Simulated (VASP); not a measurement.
Level of theory: vdW-DF2, VASP's PBE PAW potentials (set 64) (plane waves; VASP 6.6.1).

A VASP calculation is set up with these files.

**POSCAR**
```
LiH
1
    0.0000000000     2.0133977169     2.0133977169
    2.0133977169     0.0000000000     2.0133977169
    2.0133977169     2.0133977169    -0.0000000000
Li H
1 1
Direct
  0.0000000000   0.0000000000   0.0000000000
  0.5000000000   0.5000000000   0.5000000000
```

### INCAR
```
LUSE_VDW = .TRUE.
ALGO = Normal   ! blocked Davidson
GGA = ML
IBRION = 2   ! conjugate gradients
SIGMA = 0.05
ISMEAR = 0   ! Gaussian
AGGAC = 0.0
LREAL = .FALSE.
SYSTEM = LiH
ISIF = 3
EDIFFG = -0.01   ! ionic stop
LASPH = .TRUE.
NELM = 100   ! most electronic steps
PREC = Accurate
LCHARG = .FALSE.
NSW = 60   ! most ionic steps
LWAVE = .FALSE.
EDIFF = 1E-6   ! SCF stop (eV)
ZAB_VDW = -1.8867
ENCUT = 520
```

File KPOINTS:
```
kpoints
0
G
  10 10 10
0 0 0
```

POTCAR, in this order: Li_sv H (PBE.64 set). Program: vasp_std.

### Question
What will the output report for the number of irreducible k-points (NKPTS), largest plane-wave count, number of space-group operations, FFT grid (NGX, NGY, NGZ)?

### Answer

| Quantity | Result |
|---|---|
| number of irreducible k-points (NKPTS) | 47 |
| largest plane-wave count | 459 |
| number of space-group operations | 48 |
| FFT grid (NGX, NGY, NGZ) | 24 × 24 × 24 |

The compound is LiH in the rock salt structure. It was relaxed first. The start is the result of an earlier pass.
